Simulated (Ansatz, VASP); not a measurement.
# Li2BeSi2: VASP beside Ansatz, part 2 of 2

One calculation is typed for both programs; each brings its own data sets. How far apart do they land? The cell is generated by rule, not measured, and may not be a known phase. Of the first pair: The two relaxations start from unlike cells of this crystal (the structure described is Ansatz's start), so only their ends are compared.

VASP 6.6.1 and Ansatz 0.2.0.

So far: The starting structure; Ansatz: relaxation of cell and atoms, PBEsol, pair 1; VASP: relaxation of cell and atoms, PBEsol, pair 1; Comparison.

### Step 5. VASP: relaxation of cell and atoms, PBEsol, pair 2

Level of this step: PBEsol; plane waves and PAW (Be, Si, Li_sv); invented cell (VASP).

The relaxed volume is the usual yardstick between codes: in a stiff, nearly cubic crystal its relative difference is about their pressure difference at one cell divided by the bulk modulus. Its start cell is another than that of the pair before, and may be another structure of the material.

Input file INCAR:

```
SYSTEM = Li2BeSi2
PREC = Accurate
ENCUT = 750
EDIFF = 1E-07
NELM = 120
ISMEAR = 0
SIGMA = 0.1
LREAL = .FALSE.
ALGO = Normal
GGA = PS
NBANDS = 14
LORBIT = 11
LWAVE = .FALSE.
LCHARG = .FALSE.
ISIF = 3
IBRION = 2
NSW = 80
EDIFFG = -0.005
LASPH = .TRUE.
GGA_COMPAT = .FALSE.
NELMIN = 4
KPAR = 2
```

Input file POSCAR:

```
Li2BeSi2
1.0
   -1.7215210000      1.7215210000      5.8913700000
    1.7215210000     -1.7215210000      5.8913700000
    1.7215210000      1.7215210000     -5.8913700000
Be Si Li
1 2 2
Direct
    0.0000000000      0.0000000000      0.0000000000
    0.4072955017      0.4072955017      0.0000000000
    0.5927044983      0.5927044983      0.0000000000
    0.7500000000      0.2500000000      0.5000000000
    0.2500000000      0.7500000000      0.5000000000
```

Input file KPOINTS:

```
Automatic mesh
0
Gamma
14 14 14
0 0 0
```

Potentials, in the order of the species: Be, Si and Li_sv (PBE family, release 64).

Launch:

```bash
mpirun -np 2 vasp_std
```

Numbers of over 12 decimals in the logs are rounded to 6 here.

Log:

```text
[banner, memory and clock lines left out]
running    2 mpi-ranks, on    1 nodes
[...]
[... a notice as in an earlier step ...]

 LDA part: xc-table for (Slater+PW92), standard interpolation
 POSCAR, INCAR and KPOINTS ok, starting setup
[...]
entering main loop
       N       E                     dE             d eps       ncg     rms          rms(c)
DAV:   1     0.559251239953E+02    0.55925E+02   -0.83409E+03  6832   0.141E+03
DAV:   2    -0.101340482531E+02   -0.66059E+02   -0.61950E+02  8196   0.247E+02
DAV:   3    -0.183589196944E+02   -0.82249E+01   -0.80948E+01 13370   0.556E+01
DAV:   4    -0.186232932551E+02   -0.26437E+00   -0.26354E+00  8490   0.126E+01
[...]
DAV:  12    -0.182893783898E+02    0.10033E-05   -0.38917E-06  9094   0.124E-02    0.271E-03
DAV:  13    -0.182893782598E+02    0.13003E-06   -0.29792E-07  8524   0.372E-03    0.646E-04
DAV:  14    -0.182893782160E+02    0.43804E-07   -0.31663E-08  5216   0.118E-03
   1 F= -.18289378E+02 E0= -.18286241E+02  d E =-.182894E+02
[... from here on, the cycles between the ionic steps are left out ...]
   2 F= -.18289678E+02 E0= -.18286875E+02  d E =-.299383E-03
   3 F= -.18291668E+02 E0= -.18288692E+02  d E =-.228985E-02
   4 F= -.18291934E+02 E0= -.18288988E+02  d E =-.266204E-03
   5 F= -.18291980E+02 E0= -.18289051E+02  d E =-.311540E-03
   6 F= -.18291980E+02 E0= -.18289052E+02  d E =-.311558E-03
   7 F= -.18291989E+02 E0= -.18289062E+02  d E =-.960821E-05
 trial-energy change:   -0.000010  1 .order   -0.000010   -0.000013   -0.000006
 step:   1.9088(harm=  1.9088)  dis= 0.00056  next Energy=   -18.291992 (dE=-0.122E-04)
 reached required accuracy - stopping structural energy minimisation
```

Parts of OUTCAR (step 5):

```text
  Total       -0.0042964     -0.0042964      0.0141301      0.0000000     -0.0000000      0.0000000
  in kB       -0.0990304     -0.0990304      0.3256940      0.0000000     -0.0000000      0.0000000
  external PRESSURE =       0.0425444 kB  Pullay stress =       0.0000000 kB

 POSITION                                       TOTAL-FORCE (eV/Angst)
 -----------------------------------------------------------------------------------
      0.00000      0.00000      0.00000        -0.000000     -0.000000     -0.000000
      0.00000      0.00000      4.79779         0.000000      0.000000      0.002608
      0.00000      0.00000      6.99916        -0.000000     -0.000000     -0.002608
      0.00000      1.71642      2.94924        -0.000000     -0.000000      0.000000
      1.71642      0.00000      2.94924        -0.000000     -0.000000      0.000000
 -----------------------------------------------------------------------------------
    total drift:                               -0.000000      0.000000      0.000000

  FREE ENERGIE OF THE ION-ELECTRON SYSTEM (eV)
  ---------------------------------------------------
  free  energy   TOTEN  =       -18.2919892366 eV

  energy  without entropy=      -18.2861347631  energy(sigma->0) =      -18.28906200

[... 1 part as in an earlier step ...]

[... 3 further parts left out ...]
[key lines of the parts left out:]
E-fermi :   5.4120
```

### Step 6. Ansatz: relaxation of cell and atoms, PBEsol, pair 2

The same cell, functional, mesh and smearing now go to Ansatz, which takes its cutoff from its data sets.

The cell is taken from a series of runs on this material, whose earlier steps may have relaxed, scaled, displaced or heated it; both programs get it as it stands.

Input file input.yaml:

```yaml
crystal:
  lattice:
    - [-1.7215205714, 1.7215205714, 5.8913702325]
    - [1.7215205714, -1.7215205714, 5.8913702325]
    - [1.7215205714, 1.7215205714, -5.8913702325]
  atoms:
    - { symbol: Be, position: [0.0, 0.0, 0.0] }
    - { symbol: Si, position: [0.4072955025, 0.4072955025, 0.0] }
    - { symbol: Si, position: [0.5927044975, 0.5927044975, 0.0] }
    - { symbol: Li, position: [0.75, 0.25, 0.5] }
    - { symbol: Li, position: [0.25, 0.75, 0.5] }
kpoints:
  mp_grid: { grid: [14, 14, 14] }
hamiltonian:
  xc: pbesol
scf:
  occupations: { method: gaussian, width: 0.1 }
output:
  forces: true
  stress: true
  eigenvalues: true
relax:
  adjacent_minimum: "off"
  f_tol: 0.005
  max_steps: 80
  cell: { stress_tol: 0.05 }
```

Launch:

```bash
ansatz run input.yaml --threads 8 --pin off --max-ram 14336MiB --backend cpu --events-out ev --progress --plain --runs-dir out
```

Log:

```text
[...]
cell:  # Å, volume = 69.4566 Å³
    - [-1.716121, 1.716121, 5.895997]
    - [1.716121, -1.716121, 5.895997]
    - [1.716121, 1.716121, -5.895997]
  atoms:
    - { symbol: Be, position: [0, 0, 0] }
    - { symbol: Si, position: [0.406688, 0.406688, 0] }
    - { symbol: Si, position: [0.593312, 0.593312, 0] }
    - { symbol: Li, position: [0.750000, 0.25, 0.5] }
    - { symbol: Li, position: [0.25, 0.750000, 0.5] }
[key lines of the parts left out:]
SCF converged after 5 iterations
Free energy (F): -1738.191857 eV
Fermi energy:    5.999594 eV
P = ⅓ Tr σ = 0.0127 GPa (0.127 kbar)
```

### Step 7. Comparison

Compared:

| quantity | Ansatz | VASP | difference |
| --- | --- | --- | --- |
| volume (Å³) | 69.46 | 69.51 | -0.08 % |
| edge a after relaxation, in the typed setting (Å) | 6.376 | 6.378 | -0.04 % |

### Step 8. Ansatz: relaxation of cell and atoms, PBEsol, pair 3

The relaxed volume is the usual yardstick between codes: in a stiff, nearly cubic crystal its relative difference is about their pressure difference at one cell divided by the bulk modulus. Its start cell is another than that of the pair before, and may be another structure of the material.

The cell is taken from a series of runs on this material, whose earlier steps may have relaxed, scaled, displaced or heated it; both programs get it as it stands.

Input file input.yaml:

```yaml
crystal:
  lattice:
    - [1.9495472751, -6.1197300061, 0.0]
    - [1.9495472751, 6.1197300061, 0.0]
    - [0.0, 0.0, 2.7487849441]
  atoms:
    - { symbol: Be, position: [0.5, 0.5, 0.0] }
    - { symbol: Si, position: [0.8973436713, 0.1026563287, 0.0] }
    - { symbol: Si, position: [0.1026563287, 0.8973436713, 0.0] }
    - { symbol: Li, position: [0.3170306048, 0.6829693952, 0.5] }
    - { symbol: Li, position: [0.6829693952, 0.3170306048, 0.5] }
kpoints:
  mp_grid: { grid: [10, 10, 14] }
hamiltonian:
  xc: pbesol
scf:
  occupations: { method: methfessel_paxton, width: 0.2 }
output:
  forces: true
  stress: true
  eigenvalues: true
relax:
  adjacent_minimum: "off"
  f_tol: 0.001
  max_steps: 60
  cell: { stress_tol: 0.01 }
```

Log:

```text
[...]
Crystal: 5 atoms, lattice volume = 65.590 Å³
Basis set: ecut = 420 eV, 1291 PW (Γ), exchange–correlation on 90×90×40 points (8 copies of the dense FFT grid, shifted against one another)
Bands: 13, of which v1, the nominal top of the filled ones, is band 8 counted from 1 (7 counted from 0)
Symmetry: 8 space group operations
[...]
k-points: 248 of 1400
[...]
cell:  # Å, volume = 66.0449 Å³
    - [1.940659, -5.999052, 0.0]
    - [1.940659, 5.999052, 0.0]
    - [0.0, 0.0, 2.836465]
  atoms:
    - { symbol: Be, position: [0.5, 0.5, 0.0] }
    - { symbol: Si, position: [0.896697, 0.103303, 0.0] }
    - { symbol: Si, position: [0.103303, 0.896697, 0.0] }
    - { symbol: Li, position: [0.317204, 0.682796, 0.500000] }
    - { symbol: Li, position: [0.682796, 0.317204, 0.500000] }
[key lines of the parts left out:]
SCF converged after 6 iterations
Free energy (F): -1739.378048 eV
Fermi energy:    6.449297 eV
P = ⅓ Tr σ = 0.0001 GPa (0.001 kbar)
```

### Step 9. VASP: relaxation of cell and atoms, PBEsol, pair 3

The same cell, functional, mesh and smearing now go to VASP, with its own data sets.

Edit INCAR of step 5 so:

```diff
@@ -5,4 +5,4 @@
 NELM = 120
-ISMEAR = 0
-SIGMA = 0.1
+ISMEAR = 1
+SIGMA = 0.2
 LREAL = .FALSE.
```

Input file POSCAR:

```
Li2BeSi2
1.0
    1.9495470000     -6.1197300000      0.0000000000
    1.9495470000      6.1197300000      0.0000000000
    0.0000000000      0.0000000000      2.7487850000
Be Si Li
1 2 2
Direct
    0.5000000000      0.5000000000      0.0000000000
    0.8973436737      0.1026563263      0.0000000000
    0.1026563263      0.8973436737      0.0000000000
    0.3170305716      0.6829694284      0.4999998181
    0.6829694284      0.3170305716      0.4999998181
```

Input file KPOINTS:

```
Automatic mesh
0
Gamma
10 10 14
0 0 0
```

Launch:

```bash
mpirun -np 2 vasp_std
```

Log:

```text
[... set-up lines as in an earlier step ...]
 entering main loop
       N       E                     dE             d eps       ncg     rms          rms(c)
DAV:   1     0.511436152663E+02    0.51144E+02   -0.80406E+03  6944   0.139E+03
DAV:   2    -0.117619323024E+02   -0.62906E+02   -0.59376E+02  8384   0.249E+02
DAV:   3    -0.194212335976E+02   -0.76593E+01   -0.75352E+01 13568   0.549E+01
DAV:   4    -0.196422831918E+02   -0.22105E+00   -0.22064E+00  8730   0.117E+01
[...]
DAV:  10    -0.194585204451E+02    0.11991E-04   -0.63558E-05  8694   0.599E-02    0.265E-02
DAV:  11    -0.194585203567E+02    0.88481E-07   -0.50003E-06 11108   0.195E-02    0.831E-03
DAV:  12    -0.194585203262E+02    0.30506E-07   -0.53690E-07  8856   0.557E-03
   1 F= -.19458520E+02 E0= -.19457792E+02  d E =-.194585E+02
[... from here on, the cycles between the ionic steps are left out ...]
   2 F= -.19464304E+02 E0= -.19463583E+02  d E =-.578351E-02
   3 F= -.19472844E+02 E0= -.19472662E+02  d E =-.143234E-01
   4 F= -.19474591E+02 E0= -.19474417E+02  d E =-.174680E-02
   5 F= -.19474597E+02 E0= -.19474429E+02  d E =-.175338E-02
   6 F= -.19475118E+02 E0= -.19474955E+02  d E =-.521046E-03
   7 F= -.19475262E+02 E0= -.19475097E+02  d E =-.665002E-03
   8 F= -.19475291E+02 E0= -.19475133E+02  d E =-.285026E-04
   9 F= -.19475291E+02 E0= -.19475134E+02  d E =-.286504E-04
  10 F= -.19475305E+02 E0= -.19475150E+02  d E =-.145077E-04
 trial-energy change:   -0.000015  1 .order   -0.000014   -0.000021   -0.000008
 step:   3.0299(harm=  3.0299)  dis= 0.00098  next Energy=   -19.475308 (dE=-0.169E-04)
 reached required accuracy - stopping structural energy minimisation
```

OUTCAR, selected parts (step 9):

```text
  Total       -0.0055097     -0.0025639      0.0010450      0.0000000      0.0000000      0.0000000
  in kB       -0.1335387     -0.0621406      0.0253279      0.0000000      0.0000000      0.0000000
  external PRESSURE =      -0.0567838 kB  Pullay stress =       0.0000000 kB

 POSITION                                       TOTAL-FORCE (eV/Angst)
 -----------------------------------------------------------------------------------
      1.94200      0.00000      0.00000         0.000000     -0.000000      0.000000
      1.94200     -4.76161      0.00000         0.000000      0.002758      0.000000
      1.94200      4.76161      0.00000         0.000000     -0.002758      0.000000
      1.94200      2.19443      1.41809         0.000000      0.002925      0.000000
      1.94200     -2.19443      1.41809         0.000000     -0.002925      0.000000
 -----------------------------------------------------------------------------------
    total drift:                               -0.000000     -0.000000      0.000452

  FREE ENERGIE OF THE ION-ELECTRON SYSTEM (eV)
  ---------------------------------------------------
  free  energy   TOTEN  =       -19.4753053129 eV

  energy  without entropy=      -19.4748402841  energy(sigma->0) =      -19.47515030

[... 1 part as in an earlier step ...]

[... 3 further parts left out ...]
[key lines of the parts left out:]
E-fermi :   5.8317
```

### Step 10. Side by side

Compared:

| quantity | Ansatz | VASP | difference |
| --- | --- | --- | --- |
| volume (Å³) | 66.04 | 66.10 | -0.09 % |
| edge a after relaxation, in the typed setting (Å) | 6.305 | 6.307 | -0.04 % |
| edge c after relaxation, in the typed setting (Å) | 2.837 | 2.836 | +0.01 % |

### Step 11. Summary of results

```yaml
difference_in_volume_relaxation_of_cell_and_atoms_pbesol_pair_1: -0.35 %
difference_in_volume_relaxation_of_cell_and_atoms_pbesol_pair_2: -0.077 %
difference_in_volume_relaxation_of_cell_and_atoms_pbesol_pair_3: -0.090 %
```

In words: The difference in volume is -0.35 % (relaxation of cell and atoms, PBEsol, pair 1), within the 1.2 % picked in this series as the mark of a large difference, as far as the stopping tolerances let one tell. 1 further run of this series is not shown here. How closely two codes agree says nothing of how well the functional describes the real material.

[Lines on the potential files, build, host, timing and source positions are cut from VASP's logs without a mark.]

[Logs are printed without paths, hosts, clocks, repeated set-up lines and the standing remarks that a program may print on its own settings, such as how far it seeks lower states.]

[Hosts, paths, dates, database ids (printed as entryN), source tags and the programs' standing remarks are cut or masked in the printed files.]
